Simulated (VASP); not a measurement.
Given:

```xyz
1
Lattice="-1.5327 1.5327 1.5327 1.5327 -1.5327 1.5327 1.5327 1.5327 -1.5327" Properties=species:S:1:pos:R:3 pbc="T T T"
Mo     0.0000     0.0000     0.0000
```

The numbers are results of PBE GGA, VASP's PBE PAW potentials (set 64) (plane waves; VASP), not measurements. Run with 500 eV cut-off, 17×17×17 Γ-centred mesh, first-order Methfessel-Paxton smearing of 0.10 eV, potentials Mo_sv.

Energy and stress use the plane-wave basis of the starting cell.

The ions, cell shape and volume at an external pressure of 45.0 GPa are relaxed. Which structure does the run end with?

```xyz
1
Lattice="-1.5141 1.5141 1.5141 1.5141 -1.5141 1.5141 1.5141 1.5141 -1.5141" Properties=species:S:1:pos:R:3 pbc="T T T"
Mo    -1.5141     1.5141     1.5141
```
Space group Im-3m (229), at a tolerance of 0.03 Å.

How do energy and volume change from the first to the last step?

The energy (σ→0) changes by +120.3 meV/atom and the volume by -3.6 %, in 4 ionic steps.

The compound is Mo in the bcc structure. This run relaxes it under an external pressure of 45 GPa. Symmetry was kept, so distortions that lower it aren't found.
